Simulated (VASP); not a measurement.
OSZICAR of a VASP run on W:

### OSZICAR
```
       N       E                     dE             d eps       ncg     rms          rms(c)
DAV:   1    -0.908568602517E+02   -0.90857E+02   -0.15172E-02  3692   0.862E-01    0.249E-01
DAV:   2    -0.908661397873E+02   -0.92795E-02   -0.11272E-01  3726   0.266E+00    0.533E-01
DAV:   3    -0.908531247813E+02    0.13015E-01   -0.46855E-02  3746   0.160E+00    0.466E-02
DAV:   4    -0.908532178324E+02   -0.93051E-04   -0.97537E-04  3352   0.970E-02    0.996E-03
DAV:   5    -0.908532229439E+02   -0.51115E-05   -0.51681E-05  3334   0.322E-02    0.959E-03
DAV:   6    -0.908532254758E+02   -0.25319E-05   -0.53955E-06  2736   0.147E-02    0.133E-02
DAV:   7    -0.908532296409E+02   -0.41651E-05   -0.90869E-07  2126   0.769E-03    0.112E-02
DAV:   8    -0.908532347075E+02   -0.50666E-05   -0.46414E-07  1962   0.508E-03    0.856E-03
DAV:   9    -0.908532374133E+02   -0.27059E-05   -0.17864E-07  1782   0.414E-03    0.648E-03
DAV:  10    -0.908532410411E+02   -0.36278E-05   -0.32742E-07  1724   0.540E-03    0.344E-03
DAV:  11    -0.908532438321E+02   -0.27910E-05   -0.26298E-07  1632   0.352E-03    0.128E-03
DAV:  12    -0.908532458544E+02   -0.20223E-05   -0.13320E-07  1580   0.190E-03    0.223E-04
DAV:  13    -0.908532467958E+02   -0.94135E-06   -0.55412E-08  1500   0.112E-03
   1 F= -.90853247E+02 E0= -.90853227E+02  d E =-.580244E-04
```

Question: Which electronic solver shows in the log?

Answer: It is blocked Davidson (ALGO = Normal, or the opening steps of other solvers). The INCAR had ALGO = Normal.

Question: Can the final energy be trusted as converged?

Answer: The run converged. It stopped with EDIFF = 1E-6, NELM = 100 (PBEsol GGA, plane waves, VASP's PBE PAW potentials (set 64)).

The cell is a thin slab with vacuum, built from W (bcc): (211) face.
